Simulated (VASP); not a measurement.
Input:

```xyz
2
Lattice="0.0000 2.7358 2.7358 2.7358 0.0000 2.7358 2.7358 2.7358 0.0000" Properties=species:S:1:pos:R:3 pbc="T T T"
Mg     2.7358     5.4717     2.7358
Se     2.7358     2.7358     2.7358
```

Level of theory: vdW-DF-cx, VASP's PBE PAW potentials (set 64) (plane waves; VASP). Numerical set-up: 520 eV cut-off, Gaussian smearing of 0.050 eV, potentials Mg Se.

Problem. Give the energies of bands 2 to 7 at the high-symmetry points, in eV from the valence-band maximum.

Solution. 
| band | Γ | X | U | L | W |
|---|---|---|---|---|---|
| 2 | 0.00 | -4.21 | -3.73 | -4.87 | -3.28 |
| 3 | 0.00 | -1.76 | -3.28 | -0.57 | -3.28 |
| 4 | 0.00 | -1.76 | -1.42 | -0.57 | -2.50 |
| 5 | 2.60 | 1.90 | 3.11 | 3.81 | 4.60 |
| 6 | 7.40 | 3.98 | 6.28 | 6.12 | 6.98 |
| 7 | 7.40 | 11.67 | 8.94 | 6.12 | 7.54 |

The gap is indirect, 1.90 eV, from the valence maximum at Γ to the conduction minimum at X.

The compound is MgSe in the rock salt structure. It was relaxed first.
